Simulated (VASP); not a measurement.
These are r2SCAN meta-GGA, VASP's PBE PAW potentials (set 64) (plane waves; VASP) values and carry that method's errors.

VASP input:

### INCAR
```
# general
SYSTEM  = Mo
PREC    = Accurate
ENCUT   = 400   # plane-wave cut-off (eV)
LREAL   = .False.
LASPH   = .True.   # aspherical one-centre terms

# electronic loop
EDIFF   = 1E-7   # SCF stop (eV)
NELM    = 100   # most electronic steps
ALGO    = Normal   # blocked Davidson
LMAXMIX = 4   # l cut-off of mixed one-centre charges
LMIXTAU = .True.

# smearing
ISMEAR  = -5

# functional
METAGGA = R2SCAN

# ions
ISIF    = 2

# output
LWAVE   = .False.
LCHARG  = .False.
LORBIT  = 11   # lm-projected
NEDOS   = 601
```

File KPOINTS_OPT:
```
k-points along high-symmetry lines
10
Line-mode
Reciprocal
  0.000000   0.000000   0.000000 ! GAMMA
  0.500000  -0.500000   0.500000 ! H

  0.500000  -0.500000   0.500000 ! H
  0.000000   0.000000   0.500000 ! N

  0.000000   0.000000   0.500000 ! N
  0.000000   0.000000   0.000000 ! GAMMA

  0.000000   0.000000   0.000000 ! GAMMA
  0.250000   0.250000   0.250000 ! P

  0.250000   0.250000   0.250000 ! P
  0.500000  -0.500000   0.500000 ! H

  0.250000   0.250000   0.250000 ! P
  0.000000   0.000000   0.500000 ! N
```

**POSCAR**
```
Mo
1.0
 -1.5763857230   1.5763857230   1.5763857230
  1.5763857230  -1.5763857230   1.5763857230
  1.5763857230   1.5763857230  -1.5763857230
Mo
1
Cartesian
  0.0000000000   0.0000000000   0.0000000000
```

**KPOINTS**
```
Regular mesh
0
gamma
  18 18 18
```

POTCAR, in this order: Mo_sv (PBE.64 set). Program: vasp_std.

### Question
What will the output report for the number of irreducible k-points (NKPTS), number of bands (NBANDS), largest plane-wave count, number of space-group operations, FFT grid (NGX, NGY, NGZ)?

### Answer

```json
{
  "number of irreducible k-points (NKPTS)": "195",
  "number of bands (NBANDS)": "11",
  "largest_plane_wave_count": "321",
  "number_of_space_group_operations": "48",
  "FFT grid (NGX, NGY, NGZ)": "18 × 18 × 18"
}
```

The compound is Mo in the bcc structure. It was relaxed first.
